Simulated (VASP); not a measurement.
Set up this calculation in VASP 6.6.1, as the native input.

```yaml
Task: relaxation of cell and atoms
Functional: PBE
Potentials_or_basis: VASP PAW PBE potentials, release 64 (Cs_sv, Na_pv, P)
Cutoff: 600 eV
k_mesh: 4 × 4 × 2
Occupations: gaussian, width 0.1 eV
Spin: no spin polarisation
Dipole_correction: no
Further_INCAR_settings: ALGO = Normal; EDIFF = 1e-06; IBRION = 2; EDIFFG = -0.04; NSW = 90; ISIF = 3
```

The structure of CsNaP2 lies in POSCAR:

```
CsNaP2
1.0
    3.9779433500      0.0000000000      0.0000000000
    0.0000000000      3.9779433500      0.0000000000
    0.0000000000      0.0000000000      7.9558867100
Cs Na P
1 1 2
Direct
    0.0000000000      0.0000000000      0.5000000000
    0.0000000000      0.0000000000      0.0000000000
    0.5000000000      0.5000000000      0.2500000000
    0.5000000000      0.5000000000      0.7500000000
```

The cell was built by a generator and needn't be a form met in nature.

The input as run:

INCAR

```
ALGO     = Normal         # electronic algorithm
EDIFF    = 1E-6           # SCF threshold, eV
EDIFFG   = -0.04          # ionic threshold
ENCUT    = 600            # plane-wave cutoff, eV
GGA      = PE             # functional
IBRION   = 2              # ionic algorithm
ISIF     = 3              # what is computed and relaxed
ISMEAR   = 0              # smearing method
LASPH    = True           # aspherical terms in the spheres
LCHARG   = False          # write CHGCAR
LREAL    = False          # projectors in reciprocal space
LWAVE    = False          # write WAVECAR
NELM     = 100            # most SCF steps
NSW      = 90             # ionic steps
PREC     = Accurate       # precision mode
SIGMA    = 0.1            # smearing width, eV
```

KPOINTS

```
k-points
0
Gamma
  4 4 2
```

Potentials or basis: VASP PAW PBE potentials, release 64 (Cs_sv, Na_pv, P).

Run with:

```console
$ cat potpaw_PBE.64/Cs_sv/POTCAR potpaw_PBE.64/Na_pv/POTCAR potpaw_PBE.64/P/POTCAR > POTCAR
$ mpirun -np 1 vasp_std > vasp.out
```

Results of the run:

```
Relaxed volume                         : 29.25 Å³/atom
Relaxed cell                           : a = 4.064 Å, b = 4.064 Å, c = 7.083 Å, α = 90.00°, β = 90.00°, γ = 90.00°
Space group after relaxing (to 0.05 Å) : P4/mmm (No. 123)
Energy gained by relaxing              : 841.4 meV/atom
Ionic steps                            : 24
Pressure after relaxing                : -0.1 GPa
Band gap on the k mesh                 : none (metal or under the smearing width)
```

Caveat: the k mesh is coarse (spacing up to 0.39 Å⁻¹), so the values aren't converged.

It took 5.4 min on 1 thread of Intel(R) Xeon(R) Platinum 8375C CPU @ 2.90GHz (Ice Lake), on a shared host, peak memory 0.28 GiB.
